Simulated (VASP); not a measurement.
Write the native input for VASP 6.6.1 that does the following.

```
Task                   : relaxation of cell and atoms
Functional             : PBE
Potentials or basis    : VASP PAW PBE potentials, release 64 (Hf_pv, In_d, Se)
Cutoff                 : 520 eV
k mesh                 : 4 × 4 × 1
Occupations            : gaussian, width 0.15 eV
Spin                   : no spin polarisation
Further INCAR settings : PREC = Normal; ALGO = Fast; EDIFF = 0.0001; IBRION = 2; EDIFFG = -0.08; NSW = 24; ISIF = 3
```

The structure of HfIn2Se5 lies in POSCAR:

```
HfIn2Se5
1.0
    3.9300000000      0.0000000000      0.0000000000
   -1.9650000000      3.4034798400      0.0000000000
    0.0000000000      0.0000000000     15.9000000000
Hf In Se
1 2 5
Direct
    0.0000000000      0.0000000000      0.0000000000
    0.3333333300      0.6666666700      0.3900000000
    0.6666666700      0.3333333300      0.6100000000
    0.6666666700      0.3333333300      0.9010000000
    0.3333333300      0.6666666700      0.0990000000
    0.6666666700      0.3333333300      0.3000000000
    0.3333333300      0.6666666700      0.7000000000
    0.0000000000      0.0000000000      0.5000000000
```

The cell was built by a generator and needn't be a form met in nature.

One way to write it, as run:

INCAR

```
SYSTEM = HfIn2Se5
ALGO = Fast
EDIFF = 1E-4
EDIFFG = -0.08
ENCUT = 520
GGA = PE
IBRION = 2
ISIF = 3
ISMEAR = 0
LASPH = .True.
LCHARG = .False.
LREAL = .False.
LWAVE = .False.
NELM = 60
NSW = 24
PREC = Normal
SIGMA = 0.15
```

KPOINTS

```
k-points
0
Gamma
  4 4 1
  0 0 0
```

Potentials or basis: VASP PAW PBE potentials, release 64 (Hf_pv, In_d, Se).

Launch:

```sh
$ cat potpaw_PBE.64/Hf_pv/POTCAR potpaw_PBE.64/In_d/POTCAR potpaw_PBE.64/Se/POTCAR > POTCAR
$ mpirun -np 1 vasp_std > vasp.out
```

It gave:

```
Relaxed volume                         : 27.60 Å³/atom
Relaxed cell                           : a = 3.942 Å, b = 3.942 Å, c = 16.409 Å, α = 90.00°, β = 90.00°, γ = 120.00°
Space group after relaxing (to 0.05 Å) : P-3m1 (No. 164)
Energy gained by relaxing              : 23.2 meV/atom
Ionic steps                            : 9
Pressure after relaxing                : 0.0 GPa
Largest force after relaxing           : 0.066 eV/Å
Band gap on the k mesh                 : 0.34 eV, indirect (least direct gap 0.61 eV)
```

Caveat: the k mesh is coarse (spacing up to 0.46 Å⁻¹), so the values aren't converged; spin-orbit coupling is left out, which moves the levels of the heavy elements; an odd mesh through Γ misses points on the zone boundary, where band edges often lie; this functional lacks dispersion, which binds the layers, so the pressure and a relaxed spacing across them are unreliable; the relaxation stopped at a loose force limit of 0.08 eV/Å, so its end isn't a converged minimum.

Run time: 2.7 min on 1 thread of Intel(R) Xeon(R) Platinum 8259CL CPU @ 2.50GHz (Skylake/Cascade Lake), with other jobs on the host, peak memory 0.24 GiB.
